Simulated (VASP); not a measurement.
An input for Ansatz (written as the equivalent of a VASP run, and not itself run):

Ansatz 0.2 input:
```yaml
crystal:
  lattice:
    - [3.2385130, 0.0000000, 0.0000000]
    - [0.0000000, 3.2385130, 0.0000000]
    - [0.0000000, 0.0000000, 3.2385130]
  atoms:
    - { symbol: Mg, position: [0.5047770, 0.5059590, 0.5086610] }
    - { symbol: Au, position: [-0.0047770, -0.0059590, -0.0086610] }
kpoints:
  mp_grid: { grid: [7, 7, 7] }
hamiltonian:
  xc: pbesol
  pseudopotentials: { kind: paw }
scf:
  occupations: { method: gaussian, width: 0.1 }
  max_iter: 100
output: { forces: true, stress: true, eigenvalues: true }
```

Question: Write the VASP files for the same calculation (PBEsol).

Answer: One answer among several that fit: 
**KPOINTS**
```
Automatic mesh
0
Gamma
7 7 7
0 0 0
```

INCAR:
```
SYSTEM=MgAu
PREC=Accurate; ENCUT=300; LREAL=F
LASPH=T
EDIFF=1E-6; NELM=100; ALGO=Normal
LMAXMIX=6
ISMEAR=0; SIGMA=0.1
GGA=PS
ISIF=2
LWAVE=F; LCHARG=F
```

### POSCAR
```
MgAu
1
    3.2385130000     0.0000000000     0.0000000000
    0.0000000000     3.2385130000     0.0000000000
    0.0000000000     0.0000000000     3.2385130000
Mg Au
1 1
Direct
  0.5047770000   0.5059590000   0.5086610000
 -0.0047770000  -0.0059590000  -0.0086610000
```

POTCAR, in this order: Mg Au (PBE.64 set). Program: vasp_std.

The two are equivalent in intent, not identical: each code has its own PAW files, so the cut-off isn't converted (ENCUT is set for VASP's; basis.ecutwfc is left out, and Ansatz then takes the one that its files recommend); Ansatz stops its SCF on the density residual and VASP on the energy change (EDIFF).

The structure comes from a computed database's MgAu entry (Pm-3m); how it stands against other phases isn't given here. The cell was not relaxed at this level, atoms are displaced from their ideal sites.
